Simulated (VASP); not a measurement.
Sn:

```
Sn
1.0
     0.00000    3.23334    3.23334
     3.23334    0.00000    3.23334
     3.23334    3.23334    0.00000
Sn
2
Cartesian
  0.0000 0.0000 0.0000
  1.6167 1.6167 1.6167
```

This isn't the form of Sn at room conditions, which is tetragonal (white tin).

| Property | Result |
| --- | --- |
| Program | VASP 6.6.1 |
| Task | relaxation of cell and atoms |
| Functional | PBEsol |
| Potentials or basis | VASP PAW PBE potentials, release 64 (Sn_d) |
| Cutoff | 600 eV |
| k mesh | 10 × 10 × 10 |
| Occupations | gaussian, width 0.03 eV |
| Spin | no spin polarisation |

At the start: pressure 1.5 GPa; volume 33.80 Å³/atom.

Task: How do energy, volume and symmetry change on relaxing?

Result: Over 3 steps the energy falls by 4.9 meV/atom and the volume is 34.92 Å³/atom (+3.3 %); space group Fd-3m (No. 227, to 0.05 Å).

Step by step:
| step | energy change (eV) | largest force (eV/Å) | pressure (GPa) | volume (Å³) |
| --- | --- | --- | --- | --- |
| 1 | 0.0000 | 0.0000 | 1.47 | 67.61 |
| 2 | -0.0086 | 0.0000 | -0.46 | 70.69 |
| 3 | -0.0099 | 0.0000 | 0.00 | 69.84 |

Final structure:
```
CELL_PARAMETERS angstrom
0.00000 3.26858 3.26858
3.26858 0.00000 3.26858
3.26858 3.26858 0.00000
ATOMIC_POSITIONS crystal
Sn 0.00000 0.00000 0.00000
Sn 0.25000 0.25000 0.25000
```

Caveat: the PAW data sets were made with another functional, which shifts forces and pressure a little.
